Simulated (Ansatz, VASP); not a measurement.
# Al7GaAs8 (alloy, x = 0.125, one random ordering in a cell of 16 atoms (invented)): VASP beside Ansatz, part 2 of 3

Aim: how closely do two programs agree when they are given the same cell, functional and k mesh? The cell is generated by rule, not measured, and may not be a known phase. The cell is taken from a series of runs on this material, whose earlier steps may have relaxed, scaled, displaced or heated it; both programs get it as it stands.

VASP 6.6.1 and Ansatz 0.2.0.

So far: The starting structure; VASP: relaxation of cell and atoms, r2SCAN, pair 1.

### 3. Ansatz: relaxation of cell and atoms, r2SCAN, pair 1

Level of this step: Ansatz beside VASP: Kohn-Sham DFT, plane waves, r2SCAN (Ansatz).

Ansatz runs on its PAW soft_1 files.

The same cell, functional and mesh now go to Ansatz, which takes its cutoff from its data sets.

The input, input.yaml:

```yaml
crystal:
  lattice:
    - [0.0, 5.6756376344, 5.6756376344]
    - [5.6756376344, 0.0, 5.6756376344]
    - [5.6756376344, 5.6756376344, 0.0]
  atoms:
    - { symbol: Al, position: [0.749738249, 0.749738249, 0.250261751] }
    - { symbol: Al, position: [0.749738249, 0.250261751, 0.250261751] }
    - { symbol: Ga, position: [0.25, 0.25, 0.25] }
    - { symbol: Al, position: [0.250261751, 0.749738249, 0.250261751] }
    - { symbol: Al, position: [0.749738249, 0.250261751, 0.749738249] }
    - { symbol: Al, position: [0.75, 0.75, 0.75] }
    - { symbol: Al, position: [0.250261751, 0.749738249, 0.749738249] }
    - { symbol: Al, position: [0.250261751, 0.250261751, 0.749738249] }
    - { symbol: As, position: [0.625678834, 0.124773722, 0.124773722] }
    - { symbol: As, position: [0.6250105349, 0.6250105349, 0.1249683954] }
    - { symbol: As, position: [0.124773722, 0.625678834, 0.124773722] }
    - { symbol: As, position: [0.124773722, 0.124773722, 0.124773722] }
    - { symbol: As, position: [0.6250105349, 0.6250105349, 0.6250105349] }
    - { symbol: As, position: [0.6250105349, 0.1249683954, 0.6250105349] }
    - { symbol: As, position: [0.124773722, 0.124773722, 0.625678834] }
    - { symbol: As, position: [0.1249683954, 0.6250105349, 0.6250105349] }
kpoints:
  mp_grid: { grid: [4, 4, 4] }
hamiltonian:
  xc: r2scan
  pseudopotentials: { kind: paw, azcp: { folder: soft_1 } }
scf:
  occupations: { method: fixed }
output:
  forces: true
  stress: true
  eigenvalues: true
  write_density: true
  write_potential: true
  elf: true
  volumetric_format: npy
relax:
  adjacent_minimum: "off"
  f_tol: 0.001
  max_steps: 60
  cell: { stress_tol: 0.01 }
```

Run with:

```
ansatz run input.yaml --threads 4 --pin off --max-ram 10240MiB --backend cpu --events-out ev --progress --plain --runs-dir out
```

Numbers of over 12 decimals in the logs are rounded to 6 here.

The log of the run:

```text
Engine: ansatz 0.2.0, x86_64-unknown-linux-gnu
Pseudopotentials: kind: paw
Pseudopotential: Al, paw, valence charge 3, recommended cutoff 500 eV (meta_gga), soft_1/Al.paw.azcp
Pseudopotential: Ga, paw, valence charge 13, recommended cutoff 500 eV (meta_gga), soft_1/Ga.paw.azcp
Pseudopotential: As, paw, valence charge 15, recommended cutoff 500 eV (meta_gga), soft_1/As.paw.azcp
Functional definition: r2SCAN
  parameter k0 = 0.174
  parameter k1 = 0.065
  parameter a1 = 4.9479
  exchange = r2scan_x(k0 = k0, k1 = k1, a1 = a1)
  correlation = r2scan_c
Crystal: 16 atoms, lattice volume = 365.657 Å³
Basis set: ecut = 500 eV, 9377 PW (Γ), exchange–correlation on 240×240×240 points (64 copies of the dense FFT grid, shifted against one another)
Bands: 93, of which v1, the nominal top of the filled ones, is band 77 counted from 1 (76 counted from 0)
Symmetry: 24 space group operations
Space group: F-43m (ITA 216), of the structure as read, at distance tolerance 7.2e-5 Å
k-points: 8 of 64 (time reversal used)
Non-local potential: Al, projectors of the file, l = 0: 2, l = 1: 2, l = 2: 1
Non-local potential: Ga, projectors of the file, l = 0: 2, l = 1: 2, l = 2: 3, l = 3: 1
Non-local potential: As, projectors of the file, l = 0: 2, l = 1: 2, l = 2: 3, l = 3: 1
PAW form: soft (Blöchl's): semilocal exchange-correlation on the pseudo side does not see the compensation charge
PAW frozen core: Al, regenerated for the run's functional (the file was generated under x = pbe(κ = 0.804, μ = 0.219515), c = pbe(β = 0.066725))
PAW frozen core: Ga, regenerated for the run's functional (the file was generated under x = pbe(κ = 0.804, μ = 0.219515), c = pbe(β = 0.066725))
PAW frozen core: As, regenerated for the run's functional (the file was generated under x = pbe(κ = 0.804, μ = 0.219515), c = pbe(β = 0.066725))
PAW one-centre angular grid: Al, 302 points (default); XC on 160 Gauss nodes
PAW one-centre angular grid: Ga, 590 points (default); XC on 160 Gauss nodes
PAW one-centre angular grid: As, 590 points (default); XC on 160 Gauss nodes
Initial density: superposition of atomic densities (chi_scale 0.1, normalization cell, long waves kept (reshape's long-wave potential 0.02 eV rms))
Initial wavefunctions: pseudopotential atomic-orbital guess
Functional: x = r2scan, c = r2scan; τ floored in thin density (d = 2e-4 eV/Å³)
SCF iter   1: F=—  HF=-46499.731146 eV  |F-HF|=—  |Δ(HF+E_count)|=         —  Δρ=4.05e-2  dr2=5.99e0  dr2_τ=8.73e-2  ethr=3.10e-3  ⟨swp⟩=5.0  Hψ=2452  notcnv=0  defer=100
preconditioner: auto → Resta (q_TF=auto, 2.362 Å⁻¹)  ε∞=3.4  [insulator: Δε(μ)=1.690 eV  Ē_g=10.688 eV  n_scr=64 (ndim 8)  ℏωp=16.7 eV  f_vac=0.000  ε∞_Penn≈3.4]
SCF iter   2: F=—  HF=-46499.427996 eV  |F-HF|=—  |Δ(HF+E_count)|=   3.03e-1  Δρ=2.35e-2  dr2=1.92e0  dr2_τ=1.29e-2  ethr=3.10e-3  ⟨swp⟩=3.6  Hψ=1193  notcnv=0  defer=93
SCF iter   3: F=—  HF=-46499.613386 eV  |F-HF|=—  |Δ(HF+E_count)|=   1.85e-1  Δρ=4.94e-3  dr2=1.12e-1  dr2_τ=1.80e-3  ethr=1.25e-3  ⟨swp⟩=3.2  Hψ=1319  notcnv=0  defer=95
SCF iter   4: F=—  HF=-46499.531097 eV  |F-HF|=—  |Δ(HF+E_count)|=   8.23e-2  Δρ=2.18e-3  dr2=1.32e-2  dr2_τ=1.49e-4  ethr=7.30e-5  ⟨swp⟩=3.1  Hψ=1324  notcnv=0  defer=107
SCF iter   5: F=—  HF=-46499.538185 eV  |F-HF|=—  |Δ(HF+E_count)|=   7.09e-3  Δρ=7.59e-4  dr2=1.89e-3  dr2_τ=3.68e-5  ethr=8.60e-6  ⟨swp⟩=3.0  Hψ=1318  notcnv=0  defer=107
SCF iter   6: F=—  HF=-46499.535740 eV  |F-HF|=—  |Δ(HF+E_count)|=   2.44e-3  Δρ=2.24e-4  dr2=1.83e-4  dr2_τ=2.91e-6  ethr=1.23e-6  ⟨swp⟩=2.4  Hψ=1303  notcnv=0  defer=108
SCF iter   7: F=—  HF=-46499.535763 eV  |F-HF|=—  |Δ(HF+E_count)|=   2.27e-5  Δρ=6.97e-5  dr2=1.99e-5  dr2_τ=3.42e-7  ethr=1.19e-7  ⟨swp⟩=2.0  Hψ=1280  notcnv=0  defer=101
SCF iter   8: F=—  HF=-46499.535843 eV  |F-HF|=—  |Δ(HF+E_count)|=   7.98e-5  Δρ=1.18e-5  dr2=7.88e-7  dr2_τ=7.42e-9  ethr=1.29e-8  ⟨swp⟩=2.0  Hψ=1360  notcnv=0  defer=86
SCF iter   9: F=-46499.535843 eV  HF=-46499.535843 eV  |F-HF|=2.97e-8  |Δ(HF+E_count)|=   1.98e-7  Δρ=3.52e-6  dr2=6.07e-8  dr2_τ=9.03e-10  ethr=6.49e-11  ⟨swp⟩=18.8  Hψ=6793  notcnv=0
SCF 1 converged in 9 iterations: F = -46499.535843 eV  dr2 = 6.07e-8
  greatest PAW one-centre occupation: 0.999 electrons in one spin orbital (limit 2), on the As atom at site 10 (counted from 0), in its partial waves of l = 2
relax step   1: F+E_penalty+E_count = -46499.53584294 eV  Δ(F+E_penalty+E_count) = +0.000e0 eV  max|allowed force component| = 1.956e-3 eV/Å  Δτ_max = 0.0000 Å  P = -0.003 GPa  Ω = 365.657 Å³  (9 SCF iters, dr2 threshold 1.00e-7 eV, accepted)
Crystal: 16 atoms, lattice volume = 365.640 Å³
Initial density: handed on by an earlier stage of this run
Initial wavefunctions: those handed on with the density
iter 1 solved again at ethr=6.21e-10 eV; its pass at ethr=3.10e-3 eV (dr2=9.57e-7 eV) is discarded
[...]
SCF iter   4: F=-46499.535846 eV  HF=-46499.535846 eV  |F-HF|=0.00e0  |Δ(HF+E_count)|=  2.91e-11  Δρ=2.62e-8  dr2=3.49e-12  dr2_τ=5.91e-14  ethr=1.00e-12  ⟨swp⟩=13.8  Hψ=4452  notcnv=0
SCF 3 converged in 4 iterations: F = -46499.535846 eV  dr2 = 3.49e-12
  greatest PAW one-centre occupation: 0.999 electrons in one spin orbital (limit 2), on the As atom at site 8 (counted from 0), in its partial waves of l = 2
relax step   3: F+E_penalty+E_count = -46499.53584600 eV  Δ(F+E_penalty+E_count) = -7.276e-11 eV  max|allowed force component| = 6.654e-4 eV/Å  Δτ_max = 0.0000 Å  P = +0.000 GPa  Ω = 365.640 Å³  stress off target by 6.66e-5 GPa  SCF on the basis re-selected at this cell (its energy is not comparable with the rows above)  (4 SCF iters)
basis re-selected at this cell: Δ(F+E_penalty+E_count) = -7.276e-11 eV, ΔP = -0.000 GPa vs the last step (what re-selecting the basis moved, of the pressure what is left beyond the Pulay correction that the steps carried, after the strain that the cell walked since its last selection, with what the two solves' SCF thresholds leave and, on support functions, any second-order correction that the steps lacked; it is no  [...]
SCF converged after 4 iterations
Free energy (F): -46499.535846 eV
Harris-Foulkes:  -46499.535846 eV  (|F-HF|=0.00e0)
Internal energy: -46499.535846 eV  (E = F + TS)
E sigma→0 (E₀):  -46499.535846 eV
Fermi energy:    6.027863 eV
--- Per-component energies (eV) ---
  E_band       = -2336.854795
  E_kinetic    = 1056.948844
  E_local      = -20951.223895  (includes V_loc(G=0)·N_el)
  E_nonlocal   = -3170.666147
  E_hartree    = 11512.298577
  E_xc         = -835.005984
  E_vxc        = -907.221847  (∫ρ·V_xc dr)
  E_paw        = -21528.385236  (= ΣΔE_a)
  E_vpaw       = -1433.283013  (= ΣTr[D̂ρ^β])
  E_aug_tail   = 0.000184  (compensation charges beyond the density's cutoff)
  E_vtau       = 43.993914  (kinetic-family band-sum trace: ∫τ·v_τ [+ j·A + Jᵃ·Aᵃ] dr)
  E_ewald      = -12570.769213
  E_core_change = -12.732976  (= ΣΔE_core)
  E_smearing   = -0.000000  (= −TS)
  E_closure    = -0.000000  (closes the sum)
  Σ components = -46499.535846   (vs F -46499.535846, Δ=0.00e0)
--- Forces (eV/Å), atoms counted from 1 ---
  atom   1  Al    -0.00000000     0.00000000     0.00066545
  atom   2  Al    -0.00066545     0.00000000     0.00000000
  atom   3  Ga     0.00000000     0.00000000     0.00000000
  atom   4  Al    -0.00000000    -0.00066545     0.00000000
  atom   5  Al    -0.00000000     0.00066545     0.00000000
  atom   6  Al    -0.00000000     0.00000000     0.00000000
  atom   7  Al     0.00066545     0.00000000     0.00000000
  atom   8  Al    -0.00000000     0.00000000    -0.00066545
  atom   9  As     0.00022513    -0.00022513    -0.00022513
  atom  10  As     0.00028969     0.00028969    -0.00028969
  atom  11  As    -0.00022513     0.00022513    -0.00022513
  atom  12  As     0.00022513     0.00022513     0.00022513
  atom  13  As    -0.00028969    -0.00028969    -0.00028969
  atom  14  As     0.00028969    -0.00028969     0.00028969
  atom  15  As    -0.00022513    -0.00022513     0.00022513
  atom  16  As    -0.00028969     0.00028969     0.00028969
  max |Σ_I F_I| component: 2.22e-16 eV/Å
--- Stress (GPa, compression-positive) ---
        0.000067      -0.000000      -0.000000
        0.000000       0.000067       0.000000
        0.000000       0.000000       0.000067
  P = ⅓ Tr σ = 0.0001 GPa (0.001 kbar)
--- Band table (eV; the first three rows and the last of 8) ---
  k-point 0: bands = [... 73 lower, 5.1652, 6.0279, 6.0279, 6.0279, 7.6923, 7.8395, 7.8395, 7.8395, ... 12 higher]
  k-point 1: bands = [... 73 lower, 5.2412, 5.2412, 5.8583, 5.8583, 8.1092, 8.2970, 8.2970, 8.5087, ... 12 higher]
  k-point 2: bands = [... 73 lower, 5.4758, 5.4758, 5.5565, 5.5565, 8.5102, 8.9451, 8.9451, 8.9519, ... 12 higher]
  k-point 7: bands = [... 73 lower, 4.9755, 4.9827, 4.9903, 5.0642, 9.6012, 9.9525, 9.9845, 10.0187, ... 12 higher]
--- Relaxed structure (2 steps of the walk, 2 accepted, 1 SCFs on fresh bases) ---
  F+E_penalty+E_count = -46499.53584600 eV   max|allowed force component| = 6.654e-4 eV/Å   (the final SCF, on the basis selected at the relaxed cell)
  cell:  # Å, volume = 365.6404 Å³
    - [0, 5.675551, 5.675551]
    - [5.675551, 0, 5.675551]
    - [5.675551, 5.675551, 0]
  atoms:
    - { symbol: Al, position: [0.749720, 0.749720, 0.250280] }
    - { symbol: Al, position: [0.749720, 0.250280, 0.250280] }
    - { symbol: Ga, position: [0.25, 0.25, 0.25] }
    - { symbol: Al, position: [0.250280, 0.749720, 0.250280] }
    - { symbol: Al, position: [0.749720, 0.250280, 0.749720] }
    - { symbol: Al, position: [0.750000, 0.750000, 0.750000] }
    - { symbol: Al, position: [0.250280, 0.749720, 0.749720] }
    - { symbol: Al, position: [0.250280, 0.250280, 0.749720] }
    - { symbol: As, position: [0.625696, 0.124768, 0.124768] }
    - { symbol: As, position: [0.625019, 0.625019, 0.124942] }
    - { symbol: As, position: [0.124768, 0.625696, 0.124768] }
    - { symbol: As, position: [0.124768, 0.124768, 0.124768] }
    - { symbol: As, position: [0.625019, 0.625019, 0.625019] }
    - { symbol: As, position: [0.625019, 0.124942, 0.625019] }
    - { symbol: As, position: [0.124768, 0.124768, 0.625696] }
    - { symbol: As, position: [0.124942, 0.625019, 0.625019] }
```

In the SCF lines HF is the Harris–Foulkes energy and dr2 the Hartree energy of the density residual, in eV; the loop may stop once dr2 is under the threshold and the program's other checks hold. Hψ counts applications of the Hamiltonian.

### 4. Comparison

Known differences besides the potentials themselves: VASP keeps PBE cores, Ansatz makes them for the functional; fixed occupations in Ansatz, narrow Gaussian smearing in VASP; the data sets hold 154 valence electrons in Ansatz (on its PAW soft_1 files) and 74 in VASP; the cutoff is 500 eV in Ansatz and 550 eV in VASP; Ansatz adds a Pulay correction to the stress that steers its cell, VASP none. Total energies have different zeros and are not compared.

Both answers:

```
                                         quantity  Ansatz    VASP  difference
                                      volume (Å³)  365.64  365.80     -0.04 %
edge a after relaxation, in the typed setting (Å)   8.026   8.028     -0.01 %
```

### 5. Ansatz: relaxation of cell and atoms, r2SCAN, pair 2

The relaxed volume is the usual yardstick between codes: in a stiff, nearly cubic crystal its relative difference is about their pressure difference at one cell divided by the bulk modulus.

The cell is taken from a series of runs on this material, whose earlier steps may have relaxed, scaled, displaced or heated it; both programs get it as it stands.

The input, input.yaml:

```yaml
crystal:
  lattice:
    - [0.0, 5.66, 5.66]
    - [5.66, 0.0, 5.66]
    - [5.66, 5.66, 0.0]
  atoms:
    - { symbol: Al, position: [0.75, 0.75, 0.25] }
    - { symbol: Al, position: [0.75, 0.25, 0.25] }
    - { symbol: Ga, position: [0.25, 0.25, 0.25] }
    - { symbol: Al, position: [0.25, 0.75, 0.25] }
    - { symbol: Al, position: [0.75, 0.25, 0.75] }
    - { symbol: Al, position: [0.75, 0.75, 0.75] }
    - { symbol: Al, position: [0.25, 0.75, 0.75] }
    - { symbol: Al, position: [0.25, 0.25, 0.75] }
    - { symbol: As, position: [0.625, 0.125, 0.125] }
    - { symbol: As, position: [0.625, 0.625, 0.125] }
    - { symbol: As, position: [0.125, 0.625, 0.125] }
    - { symbol: As, position: [0.125, 0.125, 0.125] }
    - { symbol: As, position: [0.625, 0.625, 0.625] }
    - { symbol: As, position: [0.625, 0.125, 0.625] }
    - { symbol: As, position: [0.125, 0.125, 0.625] }
    - { symbol: As, position: [0.125, 0.625, 0.625] }
kpoints:
  mp_grid: { grid: [4, 4, 4] }
hamiltonian:
  xc: r2scan
  pseudopotentials: { kind: paw, azcp: { folder: soft_1 } }
scf:
  occupations: { method: gaussian, width: 0.02 }
output:
  forces: true
  stress: true
  eigenvalues: true
  write_density: true
  write_potential: true
  elf: true
  volumetric_format: npy
relax:
  adjacent_minimum: "off"
  f_tol: 0.005
  max_steps: 80
  cell: { stress_tol: 0.05 }
```

The log of the run:

```text
[...]
Crystal: 16 atoms, lattice volume = 362.643 Å³
Basis set: ecut = 500 eV, 9257 PW (Γ), exchange–correlation on 240×240×240 points (64 copies of the dense FFT grid, shifted against one another)
Bands: 93, of which v1, the nominal top of the filled ones, is band 77 counted from 1 (76 counted from 0)
Symmetry: 24 space group operations
[...]
- { symbol: As, position: [0.625679, 0.124774, 0.124774] }
    - { symbol: As, position: [0.625011, 0.625011, 0.124968] }
    - { symbol: As, position: [0.124774, 0.625679, 0.124774] }
    - { symbol: As, position: [0.124774, 0.124774, 0.124774] }
    - { symbol: As, position: [0.625011, 0.625011, 0.625011] }
    - { symbol: As, position: [0.625011, 0.124968, 0.625011] }
    - { symbol: As, position: [0.124774, 0.124774, 0.625679] }
    - { symbol: As, position: [0.124968, 0.625011, 0.625011] }
[key lines of the parts left out:]
SCF converged after 5 iterations
Free energy (F): -46499.535843 eV
Fermi energy:    6.859176 eV
P = ⅓ Tr σ = -0.0034 GPa (-0.034 kbar)
```

(Part 2 of 3 ends here.)

[Lines on the potential files, build, host, timing and source positions are cut from VASP's logs without a mark.]

[Logs are printed without paths, hosts, clocks, repeated set-up lines and the standing remarks that a program may print on its own settings, such as how far it seeks lower states.]

[Hosts, paths, dates, database ids (printed as entryN), source tags and the programs' standing remarks are cut or masked in the printed files.]
